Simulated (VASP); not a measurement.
InSb:

```xyz
2
Lattice="0.0000 3.2391 3.2391 3.2391 0.0000 3.2391 3.2391 3.2391 0.0000" Properties=species:S:1:pos:R:3 pbc="T T T"
In    0.0000    0.0000    0.0000
Sb    1.6196    1.6196    1.6196
```

Base run:

- Program: VASP 6.6.1
- Functional: PBEsol
- Potentials or basis: VASP PAW PBE potentials, release 64 (In_d, Sb)
- Cutoff: 520 eV
- k mesh: 8 × 8 × 8
- Occupations: fermi-dirac, width 0.05 eV
- Spin: no spin polarisation

Its results: band gap on the k mesh none (metal or under the smearing width); pressure 1.0 GPa.

The run is repeated on the same cell with these changes: functional from PBEsol to PBE. What comes out?

Band gap on the k mesh none (metal or under the smearing width); pressure 3.1 GPa.

PBE binds less tightly than PBEsol, so the same cell stands under more pressure.

Caveats: this crystal is a semiconductor, whose small gap the functional closes, so the metal is an error of the method; the PAW data sets were made with another functional, which shifts forces and pressure a little (some runs).
